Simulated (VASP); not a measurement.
Wanted: the native input for a VASP 6.6.1 run.

| Item | Value |
| --- | --- |
| Task | density of states |
| Functional | PBE |
| Potentials or basis | VASP PAW PBE potentials, release 64 (Be, Zn, Te) |
| Cutoff | 520 eV |
| k mesh | 6 × 6 × 2 |
| Occupations | gaussian, width 0.03 eV |
| Spin | no spin polarisation |
| k mesh for the DOS | 9 × 9 × 3 |
| Occupations for the DOS | tetrahedron |
| Further INCAR settings | ALGO = Fast; EDIFF = 1e-07 |

The system is Be3ZnTe4.

```xyz
8
Lattice="4.0903 0.0000 0.0000 0.0000 4.0903 0.0000 0.0000 0.0000 11.6583" Properties=species:S:1:pos:R:3 pbc="T T T"
Be    2.0452    2.0452    8.6210
Be    2.0452    2.0452    3.0373
Be    0.0000    0.0000    5.8291
Zn    0.0000    0.0000   11.6583
Te    0.0000    2.0452    9.9986
Te    2.0452    0.0000    1.6597
Te    2.0452    4.0903    7.2230
Te    0.0000    2.0452    4.4352
```

The cell was built by a generator and needn't be a form met in nature.

The input as run:

POSCAR

```
Be3ZnTe4                                
1.0
    4.0903019655      0.0000000000      0.0000000000
    0.0000000000      4.0903019655     -0.0000000000
    0.0000000000      0.0000000000     11.6582891135
  Be              Zn              Te            
     3     1     4
Direct
     0.5000000000000000    0.5000000000000000    0.7394746516247126
     0.5000000000000000    0.5000000000000000    0.2605253483752873
     0.0000000000000000    0.0000000000000000    0.5000000000000000
     0.0000000000000000    0.0000000000000000    1.0000000000000000
     0.0000000000000000    0.5000000000000000    0.8576417833807797
     0.5000000000000000    0.0000000000000000    0.1423582166192204
     0.5000000000000000    1.0000000000000000    0.6195630504211366
     0.0000000000000000    0.5000000000000000    0.3804369495788634
```

INCAR.step1

```
ALGO     = Fast           # electronic algorithm
EDIFF    = 1E-7           # SCF threshold, eV
ENCUT    = 520            # plane-wave cutoff, eV
GGA      = PE             # functional
ISIF     = 2              # what is computed and relaxed
ISMEAR   = 0              # smearing method
KPAR     = 8            
LASPH    = T              # aspherical terms in the spheres
LCHARG   = T              # write CHGCAR
LREAL    = F              # projectors in reciprocal space
LWAVE    = F              # write WAVECAR
NELM     = 60             # most SCF steps
PREC     = Accurate       # precision mode
SIGMA    = 0.03           # smearing width, eV
```

KPOINTS.step1

```
k-points
0
Gamma
  6 6 2
```

INCAR.step2

```
ALGO     = Fast           # electronic algorithm
EDIFF    = 1E-7           # SCF threshold, eV
ENCUT    = 520            # plane-wave cutoff, eV
GGA      = PE             # functional
ICHARG   = 11             # starting density
ISIF     = 2              # what is computed and relaxed
ISMEAR   = -5             # smearing method
KPAR     = 8            
LASPH    = T              # aspherical terms in the spheres
LCHARG   = F              # write CHGCAR
LORBIT   = 11             # projections on sites
LREAL    = F              # projectors in reciprocal space
LWAVE    = F              # write WAVECAR
NEDOS    = 2001           # points of the DOS
NELM     = 60             # most SCF steps
PREC     = Accurate       # precision mode
SIGMA    = 0.03           # smearing width, eV
```

KPOINTS.step2

```
k-points
0
Gamma
  9 9 3
```

Potentials or basis: VASP PAW PBE potentials, release 64 (Be, Zn, Te).

Command:

```bash
$ cat potpaw_PBE.64/Be/POTCAR potpaw_PBE.64/Zn/POTCAR potpaw_PBE.64/Te/POTCAR > POTCAR
$ cp INCAR.step1 INCAR
$ cp KPOINTS.step1 KPOINTS
$ mpirun -np 8 vasp_std > vasp.out
$ cp INCAR.step2 INCAR
$ cp KPOINTS.step2 KPOINTS
$ mpirun -np 8 vasp_std > vasp.out
```

Results of the run:

* Valence electrons inside the program's atomic spheres: Be 0.90; Zn 10.76; Te 3.47, 3.48

It took 29 s on 8 MPI ranks on Intel(R) Xeon(R) 6975P-C (Granite Rapids), with other jobs on the host, peak memory 0.36 GiB a rank.
